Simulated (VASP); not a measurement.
A convergence study with VASP on KF (rock salt): one setting is varied, all else stays as given below, so the limit is that of these other settings. Each run relaxes cell and ions from the cell shown.

```
KF
1.0
    0.00000     2.67500     2.67500
    2.67500     0.00000     2.67500
    2.67500     2.67500     0.00000
K F
1 1
Direct
  0.00000   0.00000   0.00000
  0.50000   0.50000   0.50000
```

The numbers are results of PBE GGA, VASP's PBE PAW potentials (set 64) (plane waves; VASP 6.6.1), not measurements. The tightest run used: 700 eV cut-off, 13×13×13 Γ-centred mesh, Gaussian smearing of 0.050 eV, potentials K_sv F.

Gaps are read on the run's mesh, which can miss a band edge.

```csv
setting,relaxed volume (Å³/atom),E (eV/atom),gap on the mesh (eV),irreducible k-points
2×2×2 mesh,19.953,-4.1404,5.916,3
3×3×3 mesh,19.890,-4.1503,5.954,4
4×4×4 mesh,19.867,-4.1506,5.962,8
```

Question: These are the cheaper rows. Estimate the results at 13×13×13 mesh, and how far the last row shown lies from them.

Answer: 
```
quantity                  tightest run  last row shown is off by
------------------------  ------------  ------------------------
relaxed volume (Å³/atom)        19.871                    -0.004
E (eV/atom)                    -4.1506                    0.0000
gap on the mesh (eV)             5.961                     0.001
```

Left out are rungs that failed or repeat a setting and relaxations that didn't move; long series are thinned to 24 rows.

The compound is KF in the rock salt structure.
